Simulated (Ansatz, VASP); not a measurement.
## MgBe2 in two plane-wave programs

One calculation is typed for both programs; each brings its own data sets. How far apart do they land? The cell is generated by rule, not measured, and may not be a known phase. The cell is taken from a series of runs on this material, whose earlier steps may have relaxed, scaled, displaced or heated it; both programs get it as it stands.

Program: Ansatz 0.2.0. Level of theory: plane waves, with VASP 6.6.1 beside it; zone-centre phonons at PBEsol. Results are calculated unless marked as measured.

The structure was built from a prototype and need not be the compound's stable phase.

## 1. Set-up

Symmetry: Cmcm, No. 63, orthorhombic system. The conventional cell has a = 9.015 Å, b = 4.394 Å, c = 3.750 Å, α = 90.00°, β = 90.00°, γ = 90.00°. Nearest to Be lie 6 Be at 2.21 to 2.26 Å and 4 Mg at 2.57 to 2.78 Å. Nearest to Mg lie 8 Be at 2.57 to 2.78 Å and 2 Mg at 2.85 Å. Farther neighbours are not listed.

As a file:

```xyz
6
Lattice="4.5077 -2.1969 0.0000 4.5077 2.1969 0.0000 0.0000 0.0000 3.7502" Properties=species:S:1:pos:R:3 pbc="T T T"
Be    1.9836    0.5813    0.9375
Be    1.9836   -0.5813    2.8126
Be    7.0318    0.5813    0.9375
Be    7.0318   -0.5813    2.8126
Mg    4.5077    1.0723    0.9375
Mg    4.5077   -1.0723    2.8126
```

## 2. VASP: zone-centre phonons, PBEsol

Second derivatives magnify differences that forces hide, and they need a tight electronic threshold.

Lines of VASP's logs that name or quote its potential files are left out, and so is its time.

File INCAR:

```
SYSTEM = MgBe2
PREC = Accurate
ENCUT = 600
EDIFF = 1E-08
NELM = 120
ISMEAR = 1
SIGMA = 0.15
LREAL = .FALSE.
ALGO = Normal
GGA = PS
NBANDS = 12
LORBIT = 11
LWAVE = .FALSE.
LCHARG = .FALSE.
ISIF = 2
IBRION = 8
LASPH = .TRUE.
GGA_COMPAT = .FALSE.
KPAR = 2
```

File POSCAR:

```
MgBe2
1.0
    4.5077132757     -2.1968917854      0.0000000000
    4.5077132757      2.1968917854      0.0000000000
    0.0000000000      0.0000000000      3.7501873065
Be Mg
4 2
Direct
    0.0877182310      0.3523318838      0.2500000000
    0.3523318838      0.0877182310      0.7500000000
    0.6476681162      0.9122817690      0.2500000000
    0.9122817690      0.6476681162      0.7500000000
    0.2559476491      0.7440523509      0.2500000000
    0.7440523509      0.2559476491      0.7500000000
```

File KPOINTS:

```
Automatic mesh
0
Gamma
8 8 8
0 0 0
```

Potentials, in the order of the species: Be and Mg (PBE family, release 64).

Command:

```
> mpirun -np 2 vasp_std
```

Numbers of over 12 decimals in the logs are rounded to 6 here.

The program printed:

```text
[banner, memory and clock lines left out]
running    2 mpi-ranks, on    1 nodes
 distrk:  each k-point on    1 cores,    2 groups
 distr:  one band on    1 cores,    1 groups

 POSCAR found type information on POSCAR BeMg
 POSCAR found :  2 types and       6 ions
|                                                                             |
|               ----> ADVICE to this user running VASP <----                  |
|                                                                             |
|     You enforced a specific xc type in the INCAR file but a different       |
|     [... a line on the potential file left out ...]
|     I HOPE YOU KNOW WHAT YOU ARE DOING!                                     |
|                                                                             |

 LDA part: xc-table for (Slater+PW92), standard interpolation
 POSCAR, INCAR and KPOINTS ok, starting setup
 FFT: planning ... GRIDC
 FFT: planning ... GRID_SOFT
 FFT: planning ... GRID
 WAVECAR not read
 entering main loop
       N       E                     dE             d eps       ncg     rms          rms(c)
DAV:   1     0.103800348188E+02    0.10380E+02   -0.47482E+03  2520   0.887E+02
DAV:   2    -0.188900990573E+02   -0.29270E+02   -0.27615E+02  3212   0.121E+02
DAV:   3    -0.202427359784E+02   -0.13526E+01   -0.13254E+01  3516   0.253E+01
DAV:   4    -0.202553037606E+02   -0.12568E-01   -0.12546E-01  3032   0.242E+00
DAV:   5    -0.202554325597E+02   -0.12880E-03   -0.12878E-03  3264   0.252E-01    0.393E+00
DAV:   6    -0.186792655551E+02    0.15762E+01   -0.24686E+00  2844   0.669E+00    0.171E+00
DAV:   7    -0.184412924134E+02    0.23797E+00   -0.10750E+00  3080   0.458E+00    0.478E-01
DAV:   8    -0.184430488408E+02   -0.17564E-02   -0.10375E-01  2772   0.171E+00    0.203E-01
DAV:   9    -0.184385642415E+02    0.44846E-02   -0.33127E-02  2780   0.825E-01    0.749E-02
DAV:  10    -0.184380678731E+02    0.49637E-03   -0.23191E-03  2904   0.279E-01    0.176E-02
DAV:  11    -0.184380641336E+02    0.37395E-05   -0.87088E-05  3112   0.630E-02    0.874E-03
DAV:  12    -0.184380627520E+02    0.13815E-05   -0.45615E-06  3024   0.120E-02    0.219E-03
DAV:  13    -0.184380624574E+02    0.29462E-06   -0.18380E-06  2920   0.654E-03    0.216E-04
DAV:  14    -0.184380624305E+02    0.26916E-07   -0.11564E-07  3100   0.230E-03    0.129E-04
DAV:  15    -0.184380624357E+02   -0.52298E-08   -0.64409E-09  1776   0.390E-04
   1 F= -.18438062E+02 E0= -.18438962E+02  d E =0.269792E-02
 Linear response reoptimize wavefunctions to high precision
DAV:   1    -0.184380624364E+02   -0.64674E-09   -0.56688E-10  2004   0.165E-04
DAV:   2    -0.184380624364E+02   -0.88107E-11   -0.44979E-11  1504   0.559E-05
 Linear response DOF=           6
 Linear response progress:
  Degree of freedom:   1/  6
       N       E                     dE             d eps       ncg     rms          rms(c)
RMM:   1    -0.100998514820E-01   -0.10100E-01    0.95296E-03  9504   0.461E-01
RMM:   2    -0.979886416180E-02    0.30099E-03   -0.22539E-04  6457   0.945E-02    0.606E-02
RMM:   3    -0.967842212512E-02    0.12044E-03   -0.29260E-04  6393   0.660E-02    0.267E-02
RMM:   4    -0.975940935306E-02   -0.80987E-04   -0.86215E-05  6623   0.370E-02    0.727E-03
RMM:   5    -0.977977572575E-02   -0.20366E-04   -0.28089E-06  6763   0.839E-03    0.197E-03
RMM:   6    -0.978303875887E-02   -0.32630E-05    0.45572E-08  6831   0.175E-03    0.415E-04
RMM:   7    -0.978180513158E-02    0.12336E-05   -0.26712E-08  6776   0.481E-04    0.115E-04
RMM:   8    -0.978196453777E-02   -0.15941E-06   -0.41397E-09  6955   0.173E-04    0.250E-05
RMM:   9    -0.978189963533E-02    0.64902E-07    0.33078E-10  7061   0.315E-05    0.443E-06
RMM:  10    -0.978188716845E-02    0.12467E-07    0.11027E-09  7110   0.846E-06    0.165E-06
RMM:  11    -0.978189054936E-02   -0.33809E-08    0.59567E-10  6297   0.540E-06    0.387E-07
 first order change of Fermi-energy   0.63713E-01
 force on displaced ion       1 direction 1 :  -4.580  -1.679   0.000
 Linear response progress:
  Degree of freedom:   2/  6
       N       E                     dE             d eps       ncg     rms          rms(c)
RMM:   1    -0.120236265361E-01   -0.12024E-01    0.10822E-02 10225   0.551E-01
RMM:   2    -0.111880487010E-01    0.83558E-03   -0.40294E-04  6414   0.124E-01    0.856E-02
RMM:   3    -0.108728550574E-01    0.31519E-03   -0.69274E-04  6289   0.105E-01    0.315E-02
RMM:   4    -0.109553194094E-01   -0.82464E-04   -0.10147E-04  6560   0.427E-02    0.101E-02
RMM:   5    -0.109920763604E-01   -0.36757E-04   -0.59058E-06  6710   0.125E-02    0.173E-03
RMM:   6    -0.109978950612E-01   -0.58187E-05   -0.24664E-07  6827   0.209E-03    0.502E-04
RMM:   7    -0.109965360251E-01    0.13590E-05   -0.32722E-08  6759   0.704E-04    0.152E-04
RMM:   8    -0.109970386935E-01   -0.50267E-06   -0.64974E-10  6913   0.268E-04    0.228E-05
RMM:   9    -0.109970095410E-01    0.29153E-07    0.37728E-10  7074   0.454E-05    0.700E-06
RMM:  10    -0.109969920677E-01    0.17473E-07   -0.41415E-10  7075   0.143E-05    0.277E-06
RMM:  11    -0.109969929974E-01   -0.92971E-09   -0.32355E-10  6288   0.757E-06    0.358E-07
 first order change of Fermi-energy   0.78912E-03
 force on displaced ion       1 direction 2 :  -1.683  -6.943   0.000
 Linear response progress:
  Degree of freedom:   3/  6
       N       E                     dE             d eps       ncg     rms          rms(c)
RMM:   1    -0.116549480370E-01   -0.11655E-01    0.34017E-03 15083   0.504E-01
RMM:   2    -0.110340469359E-01    0.62090E-03   -0.28078E-04  9820   0.107E-01    0.832E-02
RMM:   3    -0.108791811844E-01    0.15487E-03   -0.33027E-04  9804   0.751E-02    0.390E-02
RMM:   4    -0.110360871882E-01   -0.15691E-03   -0.19992E-04  9727   0.581E-02    0.568E-03
RMM:   5    -0.110497804445E-01   -0.13693E-04   -0.26828E-06 10303   0.959E-03    0.931E-04
RMM:   6    -0.110532935039E-01   -0.35131E-05   -0.23733E-07 10462   0.142E-03    0.391E-04
RMM:   7    -0.110521448005E-01    0.11487E-05    0.75557E-08 10413   0.479E-04    0.401E-05
RMM:   8    -0.110523784804E-01   -0.23368E-06   -0.16006E-08 10661   0.105E-04    0.222E-05
RMM:   9    -0.110523061162E-01    0.72364E-07    0.77088E-09 10686   0.365E-05    0.235E-06
RMM:  10    -0.110522925304E-01    0.13586E-07    0.31661E-09 10998   0.948E-06    0.113E-06
RMM:  11    -0.110522982549E-01   -0.57245E-08    0.14132E-09  9335   0.561E-06    0.197E-07
 first order change of Fermi-energy  -0.14054E-06
 force on displaced ion       1 direction 3 :  -0.000  -0.001  -7.416
 Linear response progress:
  Degree of freedom:   4/  6
       N       E                     dE             d eps       ncg     rms          rms(c)
RMM:   1    -0.347618419122E-02   -0.34762E-02    0.10096E-02  9378   0.412E-01
RMM:   2    -0.328051435044E-02    0.19567E-03   -0.14622E-04  6407   0.775E-02    0.392E-02
RMM:   3    -0.322424630238E-02    0.56268E-04   -0.14419E-04  6288   0.479E-02    0.156E-02
RMM:   4    -0.324499020029E-02   -0.20744E-04   -0.18055E-05  6631   0.182E-02    0.632E-03
RMM:   5    -0.325431971785E-02   -0.93295E-05   -0.67222E-07  6665   0.504E-03    0.146E-03
RMM:   6    -0.325698048349E-02   -0.26608E-05   -0.27550E-08  6762   0.124E-03    0.221E-04
RMM:   7    -0.325661779414E-02    0.36269E-06   -0.49702E-09  6734   0.387E-04    0.693E-05
RMM:   8    -0.325677271277E-02   -0.15492E-06   -0.13983E-09  6857   0.126E-04    0.169E-05
RMM:   9    -0.325675578430E-02    0.16928E-07    0.28717E-11  7026   0.286E-05    0.544E-06
RMM:  10    -0.325676415939E-02   -0.83751E-08    0.39888E-11  7080   0.952E-06    0.154E-06
 first order change of Fermi-energy  -0.98526E-05
 force on displaced ion       5 direction 1 :  -5.881  -0.000   0.000
 Linear response progress:
  Degree of freedom:   5/  6
       N       E                     dE             d eps       ncg     rms          rms(c)
RMM:   1    -0.286475342730E-02   -0.28648E-02    0.10783E-03  5278   0.305E-01
RMM:   2    -0.267115448132E-02    0.19360E-03   -0.91357E-05  3944   0.583E-02    0.263E-02
RMM:   3    -0.267058870811E-02    0.56577E-06   -0.28151E-05  3994   0.227E-02    0.136E-02
RMM:   4    -0.269670087590E-02   -0.26112E-04   -0.14843E-05  3964   0.162E-02    0.382E-03
RMM:   5    -0.269689914111E-02   -0.19827E-06   -0.25658E-07  4135   0.387E-03    0.360E-04
RMM:   6    -0.269678412763E-02    0.11501E-06   -0.11166E-08  4162   0.480E-04    0.951E-05
RMM:   7    -0.269681909243E-02   -0.34965E-07   -0.40772E-10  4209   0.754E-05    0.481E-05
RMM:   8    -0.269688842390E-02   -0.69331E-07   -0.58415E-11  4212   0.385E-05    0.478E-06
RMM:   9    -0.269689955439E-02   -0.11130E-07   -0.25212E-11  4357   0.953E-06    0.154E-06
RMM:  10    -0.269690278387E-02   -0.32295E-08   -0.68640E-11  3697   0.524E-06    0.374E-07
 first order change of Fermi-energy  -0.26234E-01
 force on displaced ion       5 direction 2 :  -0.000  -5.453   0.000
 Linear response progress:
  Degree of freedom:   6/  6
       N       E                     dE             d eps       ncg     rms          rms(c)
RMM:   1    -0.233329960056E-02   -0.23333E-02   -0.11466E-03  7051   0.283E-01
RMM:   2    -0.211763054828E-02    0.21567E-03   -0.96450E-05  5591   0.485E-02    0.218E-02
RMM:   3    -0.211342226178E-02    0.42083E-05   -0.12194E-05  5780   0.152E-02    0.127E-02
RMM:   4    -0.212644663122E-02   -0.13024E-04   -0.95965E-06  5656   0.117E-02    0.349E-03
RMM:   5    -0.212749276813E-02   -0.10461E-05   -0.25225E-07  5906   0.326E-03    0.338E-04
RMM:   6    -0.212678057134E-02    0.71220E-06    0.66727E-08  5991   0.415E-04    0.645E-05
RMM:   7    -0.212679532240E-02   -0.14751E-07    0.57438E-09  6014   0.811E-05    0.213E-05
RMM:   8    -0.212686141050E-02   -0.66088E-07    0.39888E-09  6059   0.233E-05    0.194E-06
RMM:   9    -0.212685584941E-02    0.55611E-08    0.10850E-09  6024   0.608E-06    0.584E-07
 first order change of Fermi-energy  -0.34522E-04
 force on displaced ion       5 direction 3 :   0.000  -0.000  -4.420
 Linear response finished
```

[end of part 1 of 2]

[Lines on the potential files, build, host, timing and source positions are cut from VASP's logs without a mark.]

[Logs are printed without paths, hosts, clocks, repeated set-up lines and the standing remarks that a program may print on its own settings, such as how far it seeks lower states.]

[Hosts, paths, dates, database ids (printed as entryN), source tags and the programs' standing remarks are cut or masked in the printed files.]
